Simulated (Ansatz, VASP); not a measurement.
## Ca2C: VASP beside Ansatz

One calculation is typed for both programs; each brings its own data sets. How far apart do they land? The cell is generated by rule, not measured, and may not be a known phase. The cell is taken from a series of runs on this material, whose earlier steps may have relaxed, scaled, displaced or heated it; both programs get it as it stands.

Program: Ansatz 0.2.0. Level of theory: plane waves, with VASP 6.6.1 beside it; relaxation of cell and atoms at PBEsol. Results are calculated unless marked as measured.

**1. Starting point**

The structure is cubic, space group Fm-3m (No. 225). Conventional cell: a = 6.205 Å, b = 6.205 Å, c = 6.205 Å, α = 90.00°, β = 90.00°, γ = 90.00°. Nearest to C lie 8 Ca at 2.69 Å. Nearest to Ca lie 4 C at 2.69 Å. Farther neighbours are not listed.

**2. Ansatz: relaxation of cell and atoms, PBEsol, pair 1**

Ansatz runs on its default PAW (the set named soft_2) files.

The relaxed volume is the usual yardstick between codes: in a stiff, nearly cubic crystal its relative difference is about their pressure difference at one cell divided by the bulk modulus.

The input, input.yaml:

```yaml
crystal:
  lattice:
    - [0.0, 3.1025879259, 3.1025879259]
    - [3.1025879259, 0.0, 3.1025879259]
    - [3.1025879259, 3.1025879259, 0.0]
  atoms:
    - { symbol: C, position: [0.0, 0.0, 0.0] }
    - { symbol: Ca, position: [0.25, 0.25, 0.25] }
    - { symbol: Ca, position: [0.75, 0.75, 0.75] }
kpoints:
  mp_grid: { grid: [12, 12, 12] }
hamiltonian:
  xc: pbesol
scf:
  occupations: { method: gaussian, width: 0.01 }
output:
  forces: true
  stress: true
  eigenvalues: true
relax:
  adjacent_minimum: "off"
  f_tol: 0.001
  max_steps: 60
  cell: { stress_tol: 0.01 }
```

Launch:

```sh
$ ansatz run input.yaml --threads 4 --pin off --max-ram 7168MiB --backend cpu --events-out ev --progress --plain --runs-dir out
```

Numbers of over 12 decimals in the logs are rounded to 6 here.

What it wrote:

```text
Engine: ansatz 0.2.0, aarch64-unknown-linux-gnu
Pseudopotentials: kind: paw
Pseudopotential: C, paw, valence charge 4, recommended cutoff 420 eV (normal), C.paw.azcp
Pseudopotential: Ca, paw, valence charge 10, recommended cutoff 420 eV (normal), Ca.paw.azcp
Functional definition: PBEsol
  exchange = pbesol_x
  correlation = pbesol_c
Crystal: 3 atoms, lattice volume = 59.731 Å³
Basis set: ecut = 420 eV, 1211 PW (Γ), exchange–correlation on 60×60×60 points (8 copies of the dense FFT grid, shifted against one another)
Bands: 16, of which v1, the nominal top of the filled ones, is band 12 counted from 1 (11 counted from 0)
Symmetry: 48 space group operations
Space group: Fm-3m (ITA 225), of the structure as read, at distance tolerance 3.9e-5 Å
k-points: 72 of 1728
Non-local potential: C, projectors of the file, l = 0: 2, l = 1: 2, l = 2: 1
Non-local potential: Ca, projectors of the file, l = 0: 3, l = 1: 2, l = 2: 2
PAW form: soft (Blöchl's): semilocal exchange-correlation on the pseudo side does not see the compensation charge
PAW frozen core: C, regenerated for the run's functional, and the local potential with it (the file was generated under x = pbe(κ = 0.804, μ = 0.219515), c = pbe(β = 0.066725))
PAW frozen core: Ca, regenerated for the run's functional, and the local potential with it (the file was generated under x = pbe(κ = 0.804, μ = 0.219515), c = pbe(β = 0.066725))
PAW one-centre angular grid: C, 110 points (default); XC on 64 Gauss nodes
PAW one-centre angular grid: Ca, 110 points (default); XC on 64 Gauss nodes
Initial density: superposition of atomic densities (neutral atoms: chi_scale 0, normalization atom), corrected by the library's trained network
Initial wavefunctions: pseudopotential atomic-orbital guess
Functional: x = pbesol(κ = 0.804, μ = 0.123457), c = pbesol(β = 0.046)
SCF iter   1: F=—  HF=-3833.247280 eV  |F-HF|=—  |Δ(HF+E_count)|=         —  Δρ=3.94e-3  dr2=9.18e-3  ethr=1.77e-3  ⟨swp⟩=6.8  Hψ=7030  notcnv=0
preconditioner: auto → none  [insulator: Δε(μ)=0.150 eV  Ē_g=5.507 eV  σ=0.010 eV  W_gap=1.00  n_scr=14 (ndim 8)  ℏωp=13.6 eV  f_vac=0.000  D(μ)=0.00/eV (n_scr^D=0)  ε∞_Penn≈7.1]
SCF iter   2: F=—  HF=-3833.245917 eV  |F-HF|=—  |Δ(HF+E_count)|=   1.36e-3  Δρ=1.58e-3  dr2=1.53e-3  ethr=3.83e-5  ⟨swp⟩=3.0  Hψ=2848  notcnv=0
SCF iter   3: F=—  HF=-3833.246364 eV  |F-HF|=—  |Δ(HF+E_count)|=   4.47e-4  Δρ=1.42e-3  dr2=2.29e-3  ethr=6.36e-6  ⟨swp⟩=2.0  Hψ=1729  notcnv=0
SCF iter   4: F=—  HF=-3833.245943 eV  |F-HF|=—  |Δ(HF+E_count)|=   4.20e-4  Δρ=2.91e-4  dr2=4.06e-5  ethr=6.36e-6  ⟨swp⟩=2.0  Hψ=1708  notcnv=0
SCF iter   5: F=—  HF=-3833.245958 eV  |F-HF|=—  |Δ(HF+E_count)|=   1.42e-5  Δρ=1.34e-4  dr2=2.49e-5  ethr=1.69e-7  ⟨swp⟩=2.0  Hψ=1422  notcnv=0
SCF iter   6: F=—  HF=-3833.245954 eV  |F-HF|=—  |Δ(HF+E_count)|=   3.84e-6  Δρ=5.28e-5  dr2=3.91e-6  ethr=1.04e-7  ⟨swp⟩=2.0  Hψ=1307  notcnv=0
SCF iter   7: F=-3833.245953 eV  HF=-3833.245953 eV  |F-HF|=6.16e-8  |Δ(HF+E_count)|=   7.08e-7  Δρ=7.61e-6  dr2=7.80e-8  ethr=4.17e-10  ⟨swp⟩=3.1  Hψ=3907  notcnv=0
SCF 1 converged in 7 iterations: F = -3833.245953 eV  dr2 = 7.80e-8
  greatest PAW one-centre occupation: 0.996 electrons in one spin orbital (limit 2), on the Ca atom at site 2 (counted from 0), in its partial waves of l = 0
relax step   1: F+E_penalty+E_count = -3833.24595310 eV  Δ(F+E_penalty+E_count) = +0.000e0 eV  max|allowed force component| = 1.542e-17 eV/Å  Δτ_max = 0.0000 Å  P = +0.003 GPa  Ω = 59.731 Å³  (7 SCF iters, dr2 threshold 1.00e-7 eV, accepted)
Initial density: handed on by an earlier stage of this run
Initial wavefunctions: pseudopotential atomic-orbital guess (no wavefunctions were taken with the density)
iter 1 solved again at ethr=1.73e-6 eV; its pass at ethr=3.10e-3 eV (dr2=4.16e-4 eV) is discarded
SCF iter   1: F=—  HF=-3833.245950 eV  |F-HF|=—  |Δ(HF+E_count)|=         —  Δρ=7.41e-6  dr2=7.37e-8  ethr=1.73e-6  ⟨swp⟩=2.3  Hψ=9778  notcnv=0
eigensolver tolerance schedule: the retry pair's looser diagonalisation over-reported the residual by 5646.62 of it (diagonalisation noise at an unbounded share of the residual, at the tolerance the schedule requests for it); recorded, not acted on — ethr = c·dr2/N_el stays at c = 1.0e-1
preconditioner: auto → none  [insulator: Δε(μ)=0.162 eV  Ē_g=5.505 eV  σ=0.010 eV  W_gap=1.00  n_scr=14 (ndim 8)  ℏωp=13.6 eV  f_vac=0.000  D(μ)=0.00/eV (n_scr^D=0)  ε∞_Penn≈7.1]
SCF iter   2: F=—  HF=-3833.245953 eV  |F-HF|=—  |Δ(HF+E_count)|=   2.96e-6  Δρ=9.82e-6  dr2=1.03e-7  ethr=3.07e-10  ⟨swp⟩=2.8  Hψ=2140  notcnv=0
SCF iter   3: F=—  HF=-3833.245953 eV  |F-HF|=—  |Δ(HF+E_count)|=   1.90e-8  Δρ=7.31e-7  dr2=5.61e-10  ethr=3.07e-10  ⟨swp⟩=2.0  Hψ=1424  notcnv=0
SCF iter   4: F=—  HF=-3833.245953 eV  |F-HF|=—  |Δ(HF+E_count)|=  2.09e-11  Δρ=1.25e-7  dr2=8.86e-12  ethr=2.34e-12  ⟨swp⟩=2.0  Hψ=1372  notcnv=0
SCF iter   5: F=-3833.245953 eV  HF=-3833.245953 eV  |F-HF|=4.55e-13  |Δ(HF+E_count)|=  1.36e-12  Δρ=3.29e-8  dr2=2.68e-13  ethr=1.00e-12  ⟨swp⟩=5.0  Hψ=4244  notcnv=0
SCF 2 converged in 5 iterations: F = -3833.245953 eV  dr2 = 2.68e-13
relax step   2: F+E_penalty+E_count = -3833.24595315 eV  Δ(F+E_penalty+E_count) = -4.771e-8 eV  max|allowed force component| = 1.388e-17 eV/Å  Δτ_max = 0.0000 Å  P = +0.002 GPa  Ω = 59.731 Å³  stress off target by 2.03e-3 GPa  SCF on the basis re-selected at this cell (its energy is not comparable with the rows above)  (5 SCF iters)
basis re-selected at this cell: Δ(F+E_penalty+E_count) = -4.771e-8 eV, ΔP = -0.001 GPa vs the last step (what re-selecting the basis moved, of the pressure what is left beyond the Pulay correction that the steps carried, after the strain that the cell walked since its last selection, with what the two solves' SCF thresholds leave and, on support functions, any second-order correction that the steps lacked; it is no m [...]
SCF converged after 5 iterations
Free energy (F): -3833.245953 eV
Harris-Foulkes:  -3833.245953 eV  (|F-HF|=4.55e-13)
Internal energy: -3833.245953 eV  (E = F + TS)
E sigma→0 (E₀):  -3833.245953 eV
Fermi energy:    7.910779 eV
--- Per-component energies (eV) ---
  E_band       = -246.274126
  E_kinetic    = 642.082792
  E_local      = -1477.988673  (includes V_loc(G=0)·N_el)
  E_nonlocal   = 156.256643
  E_hartree    = 484.336597
  E_xc         = -319.180072
  E_vxc        = -399.831765  (∫ρ·V_xc dr)
  E_paw        = -1768.179777  (= ΣΔE_a)
  E_vpaw       = -135.466315  (= ΣTr[D̂ρ^β])
  E_aug_tail   = -0.000007  (compensation charges beyond the density's cutoff)
  E_ewald      = -1550.832143
  E_core_change = 0.258689  (= ΣΔE_core)
  E_smearing   = -0.000000  (= −TS)
  E_closure    = 0.000000  (closes the sum)
  Σ components = -3833.245953   (vs F -3833.245953, Δ=0.00e0)
--- Forces (eV/Å), atoms counted from 1 ---
  atom   1  C     -0.00000000     0.00000000     0.00000000
  atom   2  Ca    -0.00000000     0.00000000    -0.00000000
  atom   3  Ca    -0.00000000     0.00000000    -0.00000000
  max |Σ_I F_I| component: 4.16e-17 eV/Å
--- Stress (GPa, compression-positive) ---
        0.002031      -0.000000       0.000000
       -0.000000       0.002031       0.000000
        0.000000      -0.000000       0.002031
  P = ⅓ Tr σ = 0.0020 GPa (0.020 kbar)
--- Band table (eV; the first three rows and the last of 72) ---
  k-point 0: bands = [... 8 lower, -0.5619, 6.6907, 6.6907, 6.6907, 8.6942, 9.6384, 9.6384, 13.7406]
  k-point 1: bands = [... 8 lower, -0.5177, 6.5130, 6.7315, 6.7315, 9.0250, 9.6821, 9.6821, 13.3153]
  k-point 2: bands = [... 8 lower, -0.3970, 6.2034, 6.8463, 6.8463, 9.7584, 9.8137, 9.8137, 12.6590]
  k-point 71: bands = [... 8 lower, 0.2472, 6.6721, 6.6721, 7.6377, 8.3184, 10.8592, 10.8592, 12.1022]
--- Relaxed structure (1 steps of the walk, 1 accepted, 1 SCFs on fresh bases) ---
  F+E_penalty+E_count = -3833.24595315 eV   max|allowed force component| = 1.388e-17 eV/Å   (the final SCF, on the basis selected at the relaxed cell)
  cell:  # Å, volume = 59.7313 Å³
    - [0.0, 3.1025879259, 3.1025879259]
    - [3.1025879259, 0.0, 3.1025879259]
    - [3.1025879259, 3.1025879259, 0.0]
  atoms:
    - { symbol: C, position: [0.0, 0.0, 0.0] }
    - { symbol: Ca, position: [0.25, 0.25, 0.25] }
    - { symbol: Ca, position: [0.75, 0.75, 0.75] }
```

**3. VASP: relaxation of cell and atoms, PBEsol, pair 1**

The same cell, functional, mesh and smearing now go to VASP, with its own data sets.

Lines of VASP's logs that name or quote its potential files are left out, and so is its time.

The input, INCAR:

```
SYSTEM = Ca2C
PREC = Accurate
ENCUT = 600
EDIFF = 1E-07
NELM = 120
ISMEAR = 0
SIGMA = 0.01
LREAL = .FALSE.
ALGO = Normal
GGA = PS
NBANDS = 18
LORBIT = 11
LWAVE = .FALSE.
LCHARG = .FALSE.
ISIF = 3
IBRION = 2
NSW = 80
EDIFFG = -0.005
LASPH = .TRUE.
GGA_COMPAT = .FALSE.
NELMIN = 4
EFERMI = MIDGAP
KPAR = 2
```

The input, POSCAR:

```
Ca2C
1.0
    0.0000000000      3.1025880000      3.1025880000
    3.1025880000      0.0000000000      3.1025880000
    3.1025880000      3.1025880000      0.0000000000
C Ca
1 2
Direct
    0.0000000000      0.0000000000      0.0000000000
    0.2500000000      0.2500000000      0.2500000000
    0.7500000000      0.7500000000      0.7500000000
```

The input, KPOINTS:

```
Automatic mesh
0
Gamma
12 12 12
0 0 0
```

The projector-augmented-wave data sets are C and Ca_sv (PBE family, release 64).

Launch:

```sh
$ mpirun -np 2 vasp_std
```

What it wrote:

```text
[banner, memory and clock lines left out]
running    2 mpi-ranks, on    1 nodes
 distrk:  each k-point on    1 cores,    2 groups
 distr:  one band on    1 cores,    1 groups

 POSCAR found type information on POSCAR C Ca
 POSCAR found :  2 types and       3 ions
|                                                                             |
|               ----> ADVICE to this user running VASP <----                  |
|                                                                             |
|     You enforced a specific xc type in the INCAR file but a different       |
|     [... a line on the potential file left out ...]
|     I HOPE YOU KNOW WHAT YOU ARE DOING!                                     |
|                                                                             |

 LDA part: xc-table for (Slater+PW92), standard interpolation
 POSCAR, INCAR and KPOINTS ok, starting setup
 FFT: planning ... GRIDC
 FFT: planning ... GRID_SOFT
 FFT: planning ... GRID
 WAVECAR not read
 entering main loop
       N       E                     dE             d eps       ncg     rms          rms(c)
DAV:   1     0.218226224885E+03    0.21823E+03   -0.13409E+04  2592   0.145E+03
DAV:   2     0.753787665013E+00   -0.21747E+03   -0.21429E+03  2632   0.385E+02
DAV:   3    -0.150068153184E+02   -0.15761E+02   -0.15617E+02  4858   0.804E+01
DAV:   4    -0.154962067994E+02   -0.48939E+00   -0.48887E+00  3710   0.143E+01
DAV:   5    -0.155123724071E+02   -0.16166E-01   -0.16164E-01  4236   0.177E+00    0.865E+00
DAV:   6    -0.132424336580E+02    0.22699E+01   -0.23597E+01  3102   0.133E+01    0.393E+00
DAV:   7    -0.130448316607E+02    0.19760E+00   -0.18305E+00  3102   0.553E+00    0.180E+00
DAV:   8    -0.129935418762E+02    0.51290E-01   -0.18475E-01  3276   0.287E+00    0.373E-01
DAV:   9    -0.129915687323E+02    0.19731E-02   -0.21806E-02  3860   0.640E-01    0.184E-01
DAV:  10    -0.129916906257E+02   -0.12189E-03   -0.13938E-03  3740   0.250E-01    0.396E-02
DAV:  11    -0.129916877377E+02    0.28879E-05   -0.28570E-04  3858   0.783E-02    0.254E-02
DAV:  12    -0.129916756989E+02    0.12039E-04   -0.96208E-05  3510   0.555E-02    0.337E-03
DAV:  13    -0.129916761619E+02   -0.46296E-06   -0.32485E-06  3990   0.114E-02    0.141E-03
DAV:  14    -0.129916760214E+02    0.14050E-06   -0.14085E-07  2586   0.246E-03    0.412E-04
DAV:  15    -0.129916760547E+02   -0.33306E-07   -0.18539E-08  1816   0.116E-03
   1 F= -.12991676E+02 E0= -.12991676E+02  d E =-.129917E+02
 curvature:   0.00 expect dE= 0.000E+00 dE for cont linesearch  0.000E+00
 trial: gam= 0.00000 g(F)=  0.298E-49 g(S)=  0.345E-03 ort = 0.000E+00 (trialstep = 0.100E+01)
 search vector abs. value=  0.345E-03
 bond charge predicted
       N       E                     dE             d eps       ncg     rms          rms(c)
DAV:   1    -0.129940259346E+02   -0.23499E-02   -0.69467E-02  3072   0.264E+00    0.273E-01
DAV:   2    -0.129924354124E+02    0.15905E-02   -0.65059E-03  3558   0.677E-01    0.170E-01
DAV:   3    -0.129918357660E+02    0.59965E-03   -0.45157E-03  4382   0.533E-01    0.666E-02
DAV:   4    -0.129918132440E+02    0.22522E-04   -0.53544E-04  3840   0.185E-01    0.262E-02
DAV:   5    -0.129918407884E+02   -0.27544E-04   -0.33874E-05  4066   0.305E-02    0.131E-02
DAV:   6    -0.129918368960E+02    0.38924E-05   -0.82664E-06  3672   0.108E-02    0.136E-02
DAV:   7    -0.129918420821E+02   -0.51861E-05   -0.22061E-05  4332   0.232E-02    0.118E-03
DAV:   8    -0.129918422176E+02   -0.13548E-06   -0.74897E-07  3470   0.640E-03    0.375E-04
DAV:   9    -0.129918422763E+02   -0.58667E-07   -0.44973E-08  1852   0.120E-03
   2 F= -.12991842E+02 E0= -.12991842E+02  d E =-.166222E-03
 trial-energy change:   -0.000166  1 .order   -0.000167   -0.000345    0.000011
 step:   0.9689(harm=  0.9689)  dis= 0.00000  next Energy=   -12.991843 (dE=-0.167E-03)
 reached required accuracy - stopping structural energy minimisation
```

From OUTCAR (step 3):

```text
ion  position               nearest neighbor table
   1  0.000  0.000  0.000-
   2  0.250  0.250  0.250-   3 3.10   3 3.10   3 3.10   3 3.10   3 3.10   3 3.10
   3  0.750  0.750  0.750-   2 3.10   2 3.10   2 3.10   2 3.10   2 3.10   2 3.10

  LATTYP: Found a face centered cubic cell.
 ALAT       =     6.2051760000

 Subroutine GETGRP returns: Found 48 space group operations
 (whereof 48 operations were pure point group operations)

The static configuration has the point symmetry O_h .

 Found     72 irreducible k-points:

   k-points           NKPTS =     72   k-points in BZ     NKDIM =     72   number of bands    NBANDS=     18

   dimension x,y,z NGX =    36 NGY =   36 NGZ =   36
   dimension x,y,z NGXF=    72 NGYF=   72 NGZF=   72

   ENCUT  =  600.0 eV  44.10 Ry    6.64 a.u.   8.76  8.76  8.76*2*pi/ulx,y,z

   NELECT =      24.0000    total number of electrons

 k-points in reciprocal lattice and weights: Automatic mesh
   0.00000000  0.00000000  0.00000000       0.001
   0.08333333  0.00000000  0.00000000       0.005
   0.16666667  0.00000000  0.00000000       0.005
   0.25000000  0.00000000  0.00000000       0.005
   0.33333333  0.00000000  0.00000000       0.005
   0.41666667  0.00000000  0.00000000       0.005
   0.50000000  0.00000000  0.00000000       0.002
   0.08333333  0.08333333  0.00000000       0.003
   0.16666667  0.08333333  0.00000000       0.014
[...]
-0.33333333  0.50000000  0.16666667       0.007
  -0.25000000  0.50000000  0.25000000       0.003

 average (electrostatic) potential at core
       1 -49.8696       2 -45.3988       3 -45.3988

 E-fermi :   3.3409

 k-point     1 :       0.0000    0.0000    0.0000
  band No.  band energies     occupation
    ...
      8     -17.5714      2.00000
      9      -5.1303      2.00000
     10       2.1243      2.00000
     11       2.1243      2.00000
     12       2.1243      2.00000
     13       4.1129      0.00000
     14       5.0645      0.00000
     15       5.0645      0.00000
     16       9.1580      0.00000
     17       9.1580      0.00000
    ...

 k-point     2 :       0.0833    0.0000    0.0000
  band No.  band energies     occupation
    ...
      8     -17.5806      2.00000
      9      -5.0862      2.00000
     10       1.9456      2.00000
     11       2.1650      2.00000
     12       2.1650      2.00000
     13       4.4444      0.00000
     14       5.1081      0.00000
     15       5.1081      0.00000
     16       8.7334      0.00000
     17       9.0603      0.00000
    ...

 k-point     3 :       0.1667    0.0000    0.0000
  band No.  band energies     occupation
    ...
      8     -17.6073      2.00000
      9      -4.9653      2.00000
     10       1.6349      2.00000
     11       2.2797      2.00000
     12       2.2797      2.00000
     13       5.1780      0.00000
     14       5.2395      0.00000
     15       5.2395      0.00000
     16       8.0778      0.00000
     17       8.8125      0.00000
    ...

  Total       -0.0027100     -0.0027100     -0.0027100     -0.0000000      0.0000000     -0.0000000
  in kB       -0.0723947     -0.0723947     -0.0723947     -0.0000000      0.0000000     -0.0000000
  external PRESSURE =      -0.0723947 kB  Pullay stress =       0.0000000 kB

  energy-cutoff  :      600.00
  volume of cell :       59.98
      direct lattice vectors                 reciprocal lattice vectors
    -0.000000000  3.106804333  3.106804333    -0.160937074  0.160937074  0.160937074
     3.106804333 -0.000000000  3.106804333     0.160937074 -0.160937074  0.160937074
     3.106804333  3.106804333  0.000000000     0.160937074  0.160937074 -0.160937074

 POSITION                                       TOTAL-FORCE (eV/Angst)
 -----------------------------------------------------------------------------------
      3.10680     -0.00000      3.10680         0.000000      0.000000      0.000000
      1.55340      1.55340      1.55340         0.000000      0.000000     -0.000000
      4.66021      4.66021      4.66021        -0.000000     -0.000000      0.000000
 -----------------------------------------------------------------------------------
    total drift:                                0.000000      0.000000      0.000000

  FREE ENERGIE OF THE ION-ELECTRON SYSTEM (eV)
  ---------------------------------------------------
  free  energy   TOTEN  =       -12.9918422763 eV

  energy  without entropy=      -12.9918422763  energy(sigma->0) =      -12.99184228

 reached required accuracy - stopping structural energy minimisation

 total charge
# of ion       s       p       d       tot
------------------------------------------
    1        0.851   1.329   0.000   2.180
    2        2.070   5.857   0.304   8.231
    3        2.070   5.857   0.304   8.231
--------------------------------------------------
tot          4.992  13.044   0.607  18.643

[... 3 further parts left out ...]
```

CONTCAR:

```
Ca2C
   1.00000000000000
    -0.0000000000000000    3.1068043327347294    3.1068043327347294
     3.1068043327347294   -0.0000000000000000    3.1068043327347294
     3.1068043327347294    3.1068043327347294    0.0000000000000000
  C               Ca
     1     2
Direct
     0.0000000000000000    1.0000000000000000    0.0000000000000000
     0.2500000000000000    0.2500000000000000    0.2500000000000000
     0.7500000000000000    0.7500000000000000    0.7500000000000000
```

The run keeps the 48 symmetry operations of its start, so it cannot find a distortion of lower symmetry.

**4. Differences**

Known differences besides the potentials themselves: the cutoff is 420 eV in Ansatz and 600 eV in VASP; Ansatz makes its cores anew for this functional, VASP keeps those of its PBE data sets; Ansatz adds a Pulay correction to the stress that steers its cell, VASP none. Total energies have different zeros and are not compared.

Compared:

```tsv
quantity	Ansatz	VASP	difference
volume (Å³)	59.73	59.98	-0.41 %
edge a after relaxation, in the typed setting (Å)	4.388	4.394	-0.14 %
```

[end of part 1 of 2]

[Lines on the potential files, build, host, timing and source positions are cut from VASP's logs without a mark.]

[Logs are printed without paths, hosts, clocks, repeated set-up lines and the standing remarks that a program may print on its own settings, such as how far it seeks lower states.]

[Hosts, paths, dates, database ids (printed as entryN), source tags and the programs' standing remarks are cut or masked in the printed files.]
